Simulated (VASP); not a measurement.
Method: PBE GGA, VASP's PBE PAW potentials (set 64) (plane waves; VASP 6.6.1).

A VASP calculation is set up with these files.

POSCAR:
```
HgTe
1
    0.0000000000     3.2300000000     3.2300000000
    3.2300000000     0.0000000000     3.2300000000
    3.2300000000     3.2300000000     0.0000000000
Hg Te
1 1
Direct
  0.0000000000   0.0000000000   0.0000000000
  0.2500000000   0.2500000000   0.2500000000
```

### INCAR
```
# general
SYSTEM  = HgTe
PREC    = Accurate
ENCUT   = 400   # plane-wave cut-off (eV)
LREAL   = .FALSE.   # projection in real space or not
LASPH   = .TRUE.   # aspherical one-centre terms

# electronic loop
EDIFF   = 1E-6   # SCF stop (eV)
NELM    = 100   # most electronic steps
ALGO    = Normal
LMAXMIX = 6

# smearing
ISMEAR  = 0   # Gaussian
SIGMA   = 0.05   # width (eV)

# functional
GGA     = PE

# ions
IBRION  = 2
NSW     = 60
ISIF    = 3   # ions, shape and volume
EDIFFG  = -0.01   # ionic stop

# output
LWAVE   = .FALSE.
LCHARG  = .FALSE.
```

File KPOINTS:
```
Automatic
0
Gamma
  7 7 7
0 0 0
```

POTCAR, in this order: Hg Te (PBE.64 set). Program: vasp_std.

Output of the run:

### OSZICAR
```
       N       E                     dE             d eps       ncg     rms          rms(c)
DAV:   1     0.953964471364E+02    0.95396E+02   -0.71103E+03   520   0.960E+02
DAV:   2    -0.859632533786E-01   -0.95482E+02   -0.91119E+02   565   0.248E+02
DAV:   3    -0.375472975888E+01   -0.36688E+01   -0.36556E+01   640   0.519E+01
DAV:   4    -0.379015379904E+01   -0.35424E-01   -0.35420E-01   707   0.456E+00
DAV:   5    -0.379025871361E+01   -0.10491E-03   -0.10491E-03   650   0.228E-01    0.801E+00
DAV:   6    -0.358503904739E+01    0.20522E+00   -0.50215E-01   580   0.105E+01    0.628E+00
DAV:   7    -0.357785397183E+01    0.71851E-02   -0.11624E-01   600   0.270E+00    0.225E+00
DAV:   8    -0.357696671172E+01    0.88726E-03   -0.12456E-02   525   0.151E+00    0.624E-01
DAV:   9    -0.357700224239E+01   -0.35531E-04   -0.85944E-04   610   0.371E-01    0.152E-01
DAV:  10    -0.357703151752E+01   -0.29275E-04   -0.96631E-05   618   0.971E-02    0.551E-02
DAV:  11    -0.357704805045E+01   -0.16533E-04   -0.45510E-05   545   0.616E-02    0.450E-02
DAV:  12    -0.357704560431E+01    0.24461E-05   -0.57908E-06   605   0.258E-02    0.219E-02
DAV:  13    -0.357704543215E+01    0.17216E-06   -0.64460E-07   370   0.487E-03
   1 F= -.35770454E+01 E0= -.35769330E+01  d E =-.357705E+01
       N       E                     dE             d eps       ncg     rms          rms(c)
DAV:   1    -0.558929699277E+01   -0.20123E+01   -0.42962E+01   540   0.824E+01    0.156E+01
DAV:   2    -0.390978212731E+01    0.16795E+01   -0.40232E+00   535   0.296E+01    0.519E+00
DAV:   3    -0.369735752236E+01    0.21242E+00   -0.44186E-01   555   0.685E+00    0.499E+00
DAV:   4    -0.364176684699E+01    0.55591E-01   -0.78436E-02   545   0.186E+00    0.143E+00
DAV:   5    -0.363808842044E+01    0.36784E-02   -0.77615E-03   568   0.866E-01    0.691E-01
DAV:   6    -0.363807716646E+01    0.11254E-04   -0.93817E-04   545   0.254E-01    0.406E-01
DAV:   7    -0.363800435211E+01    0.72814E-04   -0.73383E-04   575   0.308E-01    0.268E-02
DAV:   8    -0.363803759978E+01   -0.33248E-04   -0.10292E-04   600   0.104E-01    0.462E-02
DAV:   9    -0.363804226751E+01   -0.46677E-05   -0.91540E-06   585   0.188E-02    0.842E-03
DAV:  10    -0.363804242313E+01   -0.15562E-06   -0.29905E-07   350   0.640E-03
   2 F= -.36380424E+01 E0= -.36379300E+01  d E =-.609970E-01
       N       E                     dE             d eps       ncg     rms          rms(c)
DAV:   1    -0.377226492940E+01   -0.13422E+00   -0.26211E+00   555   0.192E+01    0.252E+00
DAV:   2    -0.365683280882E+01    0.11543E+00   -0.31296E-01   540   0.825E+00    0.781E-01
DAV:   3    -0.364572698071E+01    0.11106E-01   -0.34879E-02   535   0.172E+00    0.766E-01
DAV:   4    -0.364425702253E+01    0.14700E-02   -0.37978E-03   550   0.512E-01    0.119E-01
DAV:   5    -0.364414018865E+01    0.11683E-03   -0.60973E-04   553   0.311E-01    0.121E-01
DAV:   6    -0.364416234213E+01   -0.22153E-04   -0.12382E-04   570   0.116E-01    0.510E-02
DAV:   7    -0.364415672124E+01    0.56209E-05   -0.16137E-05   570   0.496E-02    0.981E-03
DAV:   8    -0.364415834046E+01   -0.16192E-05   -0.25598E-06   552   0.120E-02    0.405E-03
DAV:   9    -0.364415853824E+01   -0.19778E-06   -0.17707E-07   390   0.379E-03
   3 F= -.36441585E+01 E0= -.36440461E+01  d E =-.671131E-01
```

File OUTCAR:
```
------------------------ aborting loop because EDIFF is reached ----------------------------------------
  FORCE on cell =-STRESS in cart. coord.  units (eV):
  Direction    XX          YY          ZZ          XY          YZ          ZX
  --------------------------------------------------------------------------------------
  Total        0.0056232      0.0056232      0.0056232     -0.0000000      0.0000000      0.0000000
  in kB        0.1226075      0.1226075      0.1226075     -0.0000000      0.0000000      0.0000000
  external PRESSURE =       0.1226075 kB  Pullay stress =       0.0000000 kB
  volume of cell :       73.48
      direct lattice vectors                 reciprocal lattice vectors
     0.000000000  3.324417592  3.324417592    -0.150402284  0.150402284  0.150402284
     3.324417592  0.000000000  3.324417592     0.150402284 -0.150402284  0.150402284
     3.324417592  3.324417592  0.000000000     0.150402284  0.150402284 -0.150402284
 POSITION                                       TOTAL-FORCE (eV/Angst)
 -----------------------------------------------------------------------------------
      0.00000      0.00000      0.00000         0.000000      0.000000      0.000000
      1.66221      1.66221      1.66221        -0.000000     -0.000000     -0.000000
 -----------------------------------------------------------------------------------
    total drift:                                0.000000      0.000000      0.000000
  FREE ENERGIE OF THE ION-ELECTRON SYSTEM (eV)
  ---------------------------------------------------
  free  energy   TOTEN  =        -3.6441585382 eV

  energy  without entropy=       -3.6439336659  energy(sigma->0) =       -3.64404610

 reached required accuracy - stopping structural energy minimisation
```
(Selected blocks of OUTCAR.)

### CONTCAR
```
HgTe
   1.00000000000000
     0.0000000000000000    3.3244175922179924    3.3244175922179924
     3.3244175922179924    0.0000000000000000    3.3244175922179924
     3.3244175922179924    3.3244175922179924    0.0000000000000000
  Hg              Te
     1     1
Direct
     0.0000000000000000    0.0000000000000000    0.0000000000000000
     0.2500000000000000    0.2500000000000000    0.2500000000000000
```

Energy and stress use the plane-wave basis of the starting cell.

The compound is HgTe in the zinc blende structure. This run relaxes it. Symmetry was kept, so distortions that lower it aren't found.
